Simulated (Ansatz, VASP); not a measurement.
# MoS2: VASP beside Ansatz

Aim: how closely do two programs agree when they are given the same cell, functional and k mesh? The cell is taken from a series of runs on this material, whose earlier steps may have relaxed, scaled, displaced or heated it; both programs get it as it stands.

Main program and level: Ansatz 0.2.0; plane waves, with VASP 6.6.1 beside it; relaxation of cell and atoms at r2SCAN with rVV10.

### Step 1. Starting point

The structure is hexagonal, space group P6_3/mmc (No. 194). Conventional cell: a = 3.141 Å, b = 3.141 Å, c = 12.581 Å, α = 90.00°, β = 90.00°, γ = 120.00°. Nearest to Mo lie 6 S at 2.39 Å. Nearest to S lie 3 Mo at 2.39 Å. Farther neighbours and most contacts between anions are not listed.

Structure file:

```cif
data_structure
_symmetry_space_group_name_H-M 'P6_3/mmc'
_symmetry_Int_Tables_number 194
_cell_length_a 3.1414
_cell_length_b 3.1414
_cell_length_c 12.5813
_cell_angle_alpha 90.000
_cell_angle_beta 90.000
_cell_angle_gamma 120.000
_cell_volume 107.52
loop_
_atom_site_label
_atom_site_type_symbol
_atom_site_symmetry_multiplicity
_atom_site_Wyckoff_symbol
_atom_site_fract_x
_atom_site_fract_y
_atom_site_fract_z
_atom_site_occupancy
Mo1 Mo 2 c 0.33333 0.66667 0.25000 1
S1 S 4 f 0.33333 0.66667 0.62608 1
```

### Step 2. VASP: relaxation of cell and atoms, r2SCAN with rVV10

The relaxed volume is the usual yardstick between codes: in a stiff, nearly cubic crystal its relative difference is about their pressure difference at one cell divided by the bulk modulus.

Lines of VASP's logs that name or quote its potential files are left out, and so is its time.

File INCAR:

```
SYSTEM = MoS2
PREC = Accurate
ENCUT = 550
EDIFF = 1E-07
NELM = 120
ISMEAR = 0
SIGMA = 0.01
LREAL = .FALSE.
ALGO = Normal
METAGGA = R2SCAN
LUSE_VDW = .TRUE.
IVDW_NL = 2
BPARAM = 11.95
CPARAM = 0.0093
LASPH = .TRUE.
NBANDS = 32
LORBIT = 11
LWAVE = .FALSE.
LCHARG = .FALSE.
ISIF = 3
IBRION = 2
NSW = 80
EDIFFG = -0.005
GGA_COMPAT = .FALSE.
NELMIN = 4
EFERMI = MIDGAP
LMIXTAU = .TRUE.
KPAR = 2
```

File POSCAR:

```
MoS2
1.0
    3.1413970000      0.0000000000      0.0000000000
   -1.5706990000      2.7205300000      0.0000000000
    0.0000000000      0.0000000000     12.5812870000
Mo S
2 4
Direct
    0.3333335007      0.6666667892      0.2500000199
    0.6666668176      0.3333332108      0.7499999801
    0.3333335007      0.6666667892      0.6260796690
    0.6666668176      0.3333332108      0.1260796292
    0.3333335007      0.6666667892      0.8739203708
    0.6666668176      0.3333332108      0.3739204105
```

File KPOINTS:

```
Automatic mesh
0
Gamma
9 9 2
0 0 0
```

The projector-augmented-wave data sets are Mo_sv and S (PBE family, release 64).

Command:

```bash
> mpirun -np 2 vasp_std
```

Numbers of over 12 decimals in the logs are rounded to 6 here.

The log of the run:

```text
[banner, memory and clock lines left out]
running    2 mpi-ranks, on    1 nodes
 distrk:  each k-point on    1 cores,    2 groups
 distr:  one band on    1 cores,    1 groups

 POSCAR found type information on POSCAR MoS
 POSCAR found :  2 types and       6 ions
|                                                                             |
|               ----> ADVICE to this user running VASP <----                  |
|                                                                             |
|     You have switched on vdW-DFT.                                           |
|     This routine was written and supplied by Jiri Klimes. We recommend      |
|     that you carefully read and cite the following publications:            |
|       J. Klimes, D.R. Bowler, A. Michelides                                 |
|          J. Phys.: Cond Matt. 22 022201 (2010)                              |
|       J. Klimes, D.R. Bowler, A. Michelides                                 |
|          Phys. Rev. B. 83, 195131 (2011)                                    |
|     and references therein.                                                 |
|                                                                             |

|                                                                             |
|               ----> ADVICE to this user running VASP <----                  |
|                                                                             |
|     You enforced a specific xc type in the INCAR file but a different       |
|     [... a line on the potential file left out ...]
|     I HOPE YOU KNOW WHAT YOU ARE DOING!                                     |
|                                                                             |

 LDA part: xc-table for (None), standard interpolation
 POSCAR, INCAR and KPOINTS ok, starting setup
 FFT: planning ... GRIDC
 FFT: planning ... GRID_SOFT
 FFT: planning ... GRID
 WAVECAR not read
 entering main loop
       N       E                     dE             d eps       ncg     rms          rms(c)
Total rVV10 correction in eV:      0.9322070    53.8668649
Total rVV10 correction in eV:      0.9322070    53.8668649
DAV:   1     0.418019205698E+03    0.41802E+03   -0.31235E+04  1712   0.165E+03
DAV:   2    -0.832943810317E+02   -0.50131E+03   -0.49035E+03  1904   0.410E+02
DAV:   3    -0.107854075204E+03   -0.24560E+02   -0.24362E+02  1960   0.809E+01
DAV:   4    -0.108327020009E+03   -0.47294E+00   -0.47162E+00  1928   0.114E+01
DAV:   5    -0.108338345151E+03   -0.11325E-01   -0.11320E-01  1936   0.165E+00    0.401E+01
Total rVV10 correction in eV:      0.9297124    53.8668650
Total rVV10 correction in eV:      0.9297124    53.8668650
DAV:   6    -0.980385025493E+02    0.10300E+02   -0.19750E+01  1712   0.310E+01    0.135E+01
Total rVV10 correction in eV:      0.9247737    53.8668651
Total rVV10 correction in eV:      0.9247737    53.8668651
DAV:   7    -0.930201758084E+02    0.50183E+01   -0.58070E+00  1736   0.131E+01    0.684E+00
Total rVV10 correction in eV:      0.9291966    53.8668651
Total rVV10 correction in eV:      0.9291966    53.8668651
DAV:   8    -0.912152708200E+02    0.18049E+01   -0.18139E+00  1848   0.827E+00    0.414E+00
Total rVV10 correction in eV:      0.9335481    53.8668651
Total rVV10 correction in eV:      0.9335481    53.8668651
DAV:   9    -0.896713196278E+02    0.15440E+01   -0.26537E-01  1784   0.365E+00    0.162E+00
Total rVV10 correction in eV:      0.9353808    53.8668651
Total rVV10 correction in eV:      0.9353808    53.8668651
DAV:  10    -0.890400020726E+02    0.63132E+00   -0.28630E-01  1808   0.386E+00    0.507E-01
Total rVV10 correction in eV:      0.9353576    53.8668651
Total rVV10 correction in eV:      0.9353576    53.8668651
DAV:  11    -0.890438511308E+02   -0.38491E-02   -0.75176E-03  1920   0.478E-01    0.595E-01
Total rVV10 correction in eV:      0.9357245    53.8668651
Total rVV10 correction in eV:      0.9357245    53.8668651
DAV:  12    -0.887387473865E+02    0.30510E+00   -0.35552E-02  1672   0.120E+00    0.635E-01
Total rVV10 correction in eV:      0.9354583    53.8668651
Total rVV10 correction in eV:      0.9354583    53.8668651
DAV:  13    -0.886296274132E+02    0.10912E+00   -0.11254E-02  1768   0.636E-01    0.589E-01
Total rVV10 correction in eV:      0.9402242    53.8668651
Total rVV10 correction in eV:      0.9402242    53.8668651
DAV:  14    -0.887929576499E+02   -0.16333E+00   -0.15421E-01  1568   0.284E+00    0.168E+00
Total rVV10 correction in eV:      0.9480581    53.8668651
Total rVV10 correction in eV:      0.9480581    53.8668651
DAV:  15    -0.890113731276E+02   -0.21842E+00   -0.79790E-02  1696   0.171E+00    0.388E+00
[...]
Total rVV10 correction in eV:      0.9534733    53.8668646
Total rVV10 correction in eV:      0.9534733    53.8668646
DAV:   3    -0.891028421218E+02    0.44479E-05   -0.19817E-05  1768   0.222E-02    0.760E-03
Total rVV10 correction in eV:      0.9535112    53.8668646
Total rVV10 correction in eV:      0.9535112    53.8668646
DAV:   4    -0.891028410216E+02    0.11002E-05   -0.46936E-06  1656   0.123E-02    0.582E-03
Total rVV10 correction in eV:      0.9535165    53.8668646
Total rVV10 correction in eV:      0.9535165    53.8668646
DAV:   5    -0.891028412867E+02   -0.26507E-06   -0.61869E-07  1488   0.638E-03    0.386E-03
Total rVV10 correction in eV:      0.9535199    53.8668646
Total rVV10 correction in eV:      0.9535199    53.8668646
DAV:   6    -0.891028410161E+02    0.27052E-06   -0.73490E-07  1552   0.525E-03    0.119E-03
Total rVV10 correction in eV:      0.9535203    53.8668646
Total rVV10 correction in eV:      0.9535203    53.8668646
DAV:   7    -0.891028410621E+02   -0.45948E-07   -0.18112E-07   824   0.344E-03
Total rVV10 correction in eV:      0.9535198    53.8668646
Total rVV10 correction in eV:      0.9535198    53.8668646
Total rVV10 correction in eV:      0.9535202    53.8668646
Total rVV10 correction in eV:      0.9535202    53.8668646
  13 F= -.89102841E+02 E0= -.89102841E+02  d E =-.237475E-04
[...]
14 F= -.89102892E+02 E0= -.89102892E+02  d E =-.746624E-04
[...]
15 F= -.89102908E+02 E0= -.89102908E+02  d E =-.907874E-04
 curvature:  -0.69 expect dE=-0.288E-04 dE for cont linesearch -0.447E-05
 ZBRENT: bracketing found
 ZBRENT: interpolating
 opt :   0.7691  next Energy=   -89.102916 (dE=-0.983E-04)
 bond charge predicted
       N       E                     dE             d eps       ncg     rms          rms(c)
Total rVV10 correction in eV:      0.9556256    53.8668647
Total rVV10 correction in eV:      0.9556256    53.8668647
DAV:   1    -0.891030738465E+02   -0.16581E-03   -0.52236E-03  1632   0.529E-01    0.118E-01
Total rVV10 correction in eV:      0.9553951    53.8668646
Total rVV10 correction in eV:      0.9553951    53.8668646
DAV:   2    -0.891029272071E+02    0.14664E-03   -0.86949E-04  1728   0.200E-01    0.547E-02
Total rVV10 correction in eV:      0.9552805    53.8668646
Total rVV10 correction in eV:      0.9552805    53.8668646
DAV:   3    -0.891029058600E+02    0.21347E-04   -0.93727E-05  1768   0.484E-02    0.164E-02
Total rVV10 correction in eV:      0.9551984    53.8668646
Total rVV10 correction in eV:      0.9551984    53.8668646
DAV:   4    -0.891029041305E+02    0.17295E-05   -0.22038E-05  1672   0.265E-02    0.126E-02
Total rVV10 correction in eV:      0.9551868    53.8668646
Total rVV10 correction in eV:      0.9551868    53.8668646
DAV:   5    -0.891029097174E+02   -0.55869E-05   -0.29610E-06  1664   0.139E-02    0.837E-03
Total rVV10 correction in eV:      0.9551791    53.8668646
Total rVV10 correction in eV:      0.9551791    53.8668646
DAV:   6    -0.891029147077E+02   -0.49903E-05   -0.34639E-06  1824   0.114E-02    0.258E-03
Total rVV10 correction in eV:      0.9551783    53.8668646
Total rVV10 correction in eV:      0.9551783    53.8668646
DAV:   7    -0.891029148158E+02   -0.10811E-06   -0.87718E-07  1768   0.717E-03    0.919E-04
Total rVV10 correction in eV:      0.9551785    53.8668646
Total rVV10 correction in eV:      0.9551785    53.8668646
DAV:   8    -0.891029158392E+02   -0.10234E-05   -0.32281E-07  1352   0.448E-03    0.579E-04
Total rVV10 correction in eV:      0.9551796    53.8668646
Total rVV10 correction in eV:      0.9551796    53.8668646
DAV:   9    -0.891029157064E+02    0.13284E-06   -0.32593E-08   784   0.127E-03    0.170E-04
Total rVV10 correction in eV:      0.9551804    53.8668646
Total rVV10 correction in eV:      0.9551804    53.8668646
DAV:  10    -0.891029157734E+02   -0.67020E-07   -0.51211E-09   768   0.561E-04
Total rVV10 correction in eV:      0.9551808    53.8668646
Total rVV10 correction in eV:      0.9551808    53.8668646
Total rVV10 correction in eV:      0.9551805    53.8668646
Total rVV10 correction in eV:      0.9551805    53.8668646
  16 F= -.89102916E+02 E0= -.89102916E+02  d E =-.984588E-04
 curvature:  -1.15 expect dE=-0.695E-05 dE for cont linesearch -0.210E-08
 trial: gam= 0.08972 g(F)=  0.251E-05 g(S)=  0.355E-05 ort = 0.117E-05 (trialstep = 0.232E+00)
 search vector abs. value=  0.123E-04
 reached required accuracy - stopping structural energy minimisation
```

OUTCAR, selected parts (step 2):

```text
ion  position               nearest neighbor table
   1  0.333  0.667  0.250-   6 2.39   4 2.39   6 2.39   4 2.39   6 2.39   4 2.39
   2  0.667  0.333  0.750-   3 2.39   3 2.39   5 2.39   5 2.39   3 2.39   5 2.39
   3  0.333  0.667  0.626-   2 2.39   2 2.39   2 2.39
   4  0.667  0.333  0.126-   1 2.39   1 2.39   1 2.39
   5  0.333  0.667  0.874-   2 2.39   2 2.39   2 2.39
   6  0.667  0.333  0.374-   1 2.39   1 2.39   1 2.39

  LATTYP: Found a hexagonal cell.
 ALAT       =     3.1413970000
 C/A-ratio  =     4.0049974581

 Subroutine GETGRP returns: Found 24 space group operations
 (whereof 12 operations were pure point group operations)

The static configuration has the point symmetry D_3d.
 The point group associated with its full space group is D_6h.

 Found     24 irreducible k-points:

   k-points           NKPTS =     24   k-points in BZ     NKDIM =     24   number of bands    NBANDS=     32

   dimension x,y,z NGX =    24 NGY =   24 NGZ =   96
   dimension x,y,z NGXF=    48 NGYF=   48 NGZF=  192

   ENCUT  =  550.0 eV  40.42 Ry    6.36 a.u.   6.01  6.01 24.06*2*pi/ulx,y,z

   NELECT =      52.0000    total number of electrons

 k-points in reciprocal lattice and weights: Automatic mesh
   0.00000000  0.00000000  0.00000000       0.006
   0.11111111  0.00000000  0.00000000       0.037
   0.22222222  0.00000000  0.00000000       0.037
   0.33333333  0.00000000  0.00000000       0.037
   0.44444444  0.00000000  0.00000000       0.037
   0.11111111  0.11111111  0.00000000       0.037
   0.22222222  0.11111111  0.00000000       0.074
   0.33333333  0.11111111  0.00000000       0.074
   0.44444444  0.11111111  0.00000000       0.037
[...]
0.33333333  0.22222222  0.50000000       0.074
   0.33333333  0.33333333  0.50000000       0.012

 average (electrostatic) potential at core
       1 -80.2255       2 -80.2256       3 -87.6662       4 -87.6661       5 -87.6661
       6 -87.6661

 E-fermi :   7.7645

 k-point     1 :       0.0000    0.0000    0.0000
  band No.  band energies     occupation
    ...
     22       4.9088      2.00000
     23       4.9088      2.00000
     24       5.8644      2.00000
     25       6.0974      2.00000
     26       7.2238      2.00000
     27       9.4626      0.00000
     28       9.4627      0.00000
     29       9.4869      0.00000
     30       9.4869      0.00000
     31       9.6452      0.00000
    ...

 k-point     2 :       0.1111    0.0000    0.0000
  band No.  band energies     occupation
    ...
     22       4.6235      2.00000
     23       5.0510      2.00000
     24       6.0496      2.00000
     25       6.0936      2.00000
     26       6.8635      2.00000
     27       9.2541      0.00000
     28       9.2983      0.00000
     29       9.3996      0.00000
     30       9.4230      0.00000
     31       9.4934      0.00000
    ...

 k-point     3 :       0.2222    0.0000    0.0000
  band No.  band energies     occupation
    ...
     22       4.4591      2.00000
     23       4.9061      2.00000
     24       5.6619      2.00000
     25       5.8549      2.00000
     26       5.9942      2.00000
     27       8.6101      0.00000
     28       9.0218      0.00000
     29       9.2219      0.00000
     30       9.3824      0.00000
     31       9.3905      0.00000
    ...

  Total       -0.0079298     -0.0079298     -0.0177630      0.0000000      0.0000000      0.0000000
  in kB       -0.1171209     -0.1171209     -0.2623539      0.0000000      0.0000000      0.0000000
  external PRESSURE =      -0.1655319 kB  Pullay stress =       0.0000000 kB

  energy-cutoff  :      550.00
  volume of cell :      108.48
      direct lattice vectors                 reciprocal lattice vectors
     3.175008957 -0.000000006 -0.000000000     0.314959742  0.181842123  0.000000000
    -1.587504989  2.749638825  0.000000000     0.000000001  0.363684129  0.000000000
     0.000000000 -0.000000000 12.425645580     0.000000000 -0.000000000  0.080478716

 POSITION                                       TOTAL-FORCE (eV/Angst)
 -----------------------------------------------------------------------------------
     -0.00000      1.83309      3.10641         0.000000     -0.000000      0.000000
      1.58750      0.91655      9.31923        -0.000000      0.000000     -0.000000
     -0.00000      1.83309      7.76321         0.000000      0.000000      0.003605
      1.58750      0.91655      1.55039         0.000000      0.000000      0.003605
     -0.00000      1.83309     10.87526         0.000000      0.000000     -0.003605
      1.58750      0.91655      4.66243         0.000000     -0.000000     -0.003605
 -----------------------------------------------------------------------------------
    total drift:                               -0.001600      0.000052     -0.000126

  FREE ENERGIE OF THE ION-ELECTRON SYSTEM (eV)
  ---------------------------------------------------
  free  energy   TOTEN  =       -89.1029157734 eV

  energy  without entropy=      -89.1029157734  energy(sigma->0) =      -89.10291577

 reached required accuracy - stopping structural energy minimisation

 total charge
# of ion       s       p       d       tot
------------------------------------------
    1        2.285   6.221   3.909  12.415
    2        2.285   6.221   3.909  12.415
    3        1.355   2.362   0.000   3.717
    4        1.355   2.362   0.000   3.717
    5        1.355   2.362   0.000   3.717
    6        1.355   2.362   0.000   3.717
--------------------------------------------------
tot          9.989  21.892   7.819  39.699

[... 3 further parts left out ...]
```

CONTCAR:

```
MoS2
   1.00000000000000
     3.1750089573799274   -0.0000000061927163   -0.0000000000000000
    -1.5875049894028561    2.7496388247463224    0.0000000000000000
     0.0000000000000000   -0.0000000000000000   12.4256455799933381
  Mo              S
     2     4
Direct
     0.3333335007000002    0.6666667892000007    0.2500000198999999
     0.6666668176000030    0.3333332107999993    0.7499999801000001
     0.3333335007000002    0.6666667892000007    0.6247733453895383
     0.6666668176000030    0.3333332107999993    0.1247733055895386
     0.3333335007000002    0.6666667892000007    0.8752266944104614
     0.6666668176000030    0.3333332107999993    0.3752267341104593
```

This run has no spin polarisation, so a moment on Mo, if there is one, isn't seen. The run keeps the 24 symmetry operations of its start, so it cannot find a distortion of lower symmetry.

[end of part 1 of 2]

[Lines on the potential files, build, host, timing and source positions are cut from VASP's logs without a mark.]

[Logs are printed without paths, hosts, clocks, repeated set-up lines and the standing remarks that a program may print on its own settings, such as how far it seeks lower states.]

[Hosts, paths, dates, database ids (printed as entryN), source tags and the programs' standing remarks are cut or masked in the printed files.]
